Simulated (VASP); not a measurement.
All values below come from PBE GGA, VASP's PBE PAW potentials (set 64) (plane waves; VASP).

The input files of a VASP run:

**POSCAR**
```
YN
1
   -0.0000000000     2.4524717990     2.4524717990
    2.4524717990    -0.0000000000     2.4524717990
    2.4524717990     2.4524717990    -0.0000000000
Y N
1 1
Direct
  0.0000000000   0.0000000000   0.0000000000
  0.5000000000   0.5000000000   0.5000000000
```

### INCAR
```
# general
SYSTEM  = YN
PREC    = Normal
ENCUT   = 450
LREAL   = .FALSE.   # projection in real space or not
LASPH   = .TRUE.

# electronic loop
EDIFF   = 1E-5   # SCF stop (eV)
NELM    = 100   # most electronic steps
NELMIN  = 4
ALGO    = Fast   # Davidson, then RMM-DIIS
LMAXMIX = 4

# smearing
ISMEAR  = 0   # Gaussian
SIGMA   = 0.05   # width (eV)

# functional
GGA     = PE

# ions
IBRION  = 2
NSW     = 20   # most ionic steps
ISIF    = 2
EDIFFG  = -0.03

# output
LWAVE   = .FALSE.
LCHARG  = .FALSE.
```

KPOINTS:
```
kpoints
0
G
  10 10 10
0 0 0
```

POTCAR, in this order: Y_sv N (PBE.64 set). Program: vasp_std.

Q: What does the run give for the energy per atom (σ→0), band gap (on the k-mesh)?

A: 
```yaml
energy per atom (σ→0): -9.116 eV/atom
band gap (on the k-mesh): 0.20 eV
```

File OSZICAR:
```
...
RMM:  15    -0.182390961845E+02    0.96736E-02   -0.16472E-01  1716   0.305E+00    0.135E+00
RMM:  16    -0.182373591674E+02    0.17370E-02   -0.63749E-03  1281   0.514E-01    0.105E+00
RMM:  17    -0.182335936903E+02    0.37655E-02   -0.31289E-03  1201   0.463E-01    0.598E-01
RMM:  18    -0.182324604238E+02    0.11333E-02   -0.32344E-03  1207   0.452E-01    0.155E-01
RMM:  19    -0.182324094201E+02    0.51004E-04   -0.72632E-04  1302   0.197E-01    0.300E-02
RMM:  20    -0.182324209056E+02   -0.11485E-04   -0.12719E-04  1046   0.611E-02    0.130E-02
RMM:  21    -0.182324238339E+02   -0.29283E-05   -0.23651E-05   851   0.273E-02
   1 F= -.18232424E+02 E0= -.18232422E+02  d E =-.182324E+02
```

The compound is YN in the rock salt structure. It was relaxed first.
